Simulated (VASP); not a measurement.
## Te2W (relaxed from the CdCl2 structure, space group R-3m): computed properties

Calculation: PBEsol GGA, VASP's PBE PAW potentials (set 64) (plane waves; VASP 6.6.1).

```yaml
space_group: R-3m (166)
cell: a = b = 3.445 Å, c = 20.863 Å, α = β = 90.00°, γ = 120.00°
volume_per_atom: 23.83 Å^3/atom
band gap (over mesh and band path): none (metal, semimetal or under 0.01 eV)
density: 10.20 g/cm³
```

```yaml
crystal:
  lattice:
    - [1.72266, 0.99458, 6.95442]
    - [-1.72266, 0.99458, 6.95442]
    - [0.00000, -1.98916, 6.95442]
  atoms:
    - { symbol: W, position: [0.00000, 0.00000, 0.00000] }
    - { symbol: Te, position: [0.24379, 0.24379, 0.24379] }
    - { symbol: Te, position: [0.75621, 0.75621, 0.75621] }
```

Unless said otherwise, spin-orbit coupling is left out, though it shifts the bands of the heavy elements here.

The structure was generated: Te2W was put into the CdCl2 type (R-3m), which need not be its known phase. It was relaxed first, which changed the volume by -28 %. Symmetry was kept, so distortions that lower it aren't found.
